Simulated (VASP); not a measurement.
Input of a VASP 6.6.1 run:

The input INCAR:

```
PREC = Accurate
ENCUT = 520
EDIFF = 1E-6
ISMEAR = 0
SIGMA = 0.05
LREAL = F
LASPH = T
NELM = 100
ALGO = Normal
ISIF = 2
LWAVE = F
LCHARG = T
ISPIN = 2
MAGMOM = 1 0
LORBIT = 11
NUPDOWN = 0
LMAXMIX = 4
LDAU = T
LDAUTYPE = 2
LDAUL = 2 -1
LDAUU = 2 0
LDAUJ = 0 0
LDAUPRINT = 1
GGA = CA
LELF = T
LVHAR = T
```

The input KPOINTS:

```
regular mesh
0
Gamma
  6 6 6
```

Contents of POSCAR:

```
RuSe
1.0
    0.0000000000      2.6776164100      2.6776164100
    2.6776164100      0.0000000000      2.6776164100
    2.6776164100      2.6776164100      0.0000000000
Ru Se
1 1
Direct
    0.5000000000      0.5000000000      0.5000000000
    0.0000000000      0.0000000000      0.0000000000
```

Potentials or basis: VASP PAW LDA potentials, release 64 (Ru_pv, Se).

The run is started by

```sh
$ cat potpaw_LDA.64/Ru_pv/POTCAR potpaw_LDA.64/Se/POTCAR > POTCAR
$ mpirun -np 1 vasp_std > vasp.out
```

Question: Estimate the pressure.

Answer: -19.4 GPa.

Eigenvalues of the final occupation matrices:
| site | spin | trace | eigenvalues |
| --- | --- | --- | --- |
| site 1 d | 1 | 3.08 | 0.35 0.35 0.79 0.79 0.79 |
| site 1 d | 2 | 3.08 | 0.35 0.35 0.79 0.79 0.79 |

Caveat: the total moment is fixed, so each spin has its own Fermi level. The state reached can hang on the start; a lower one may exist.
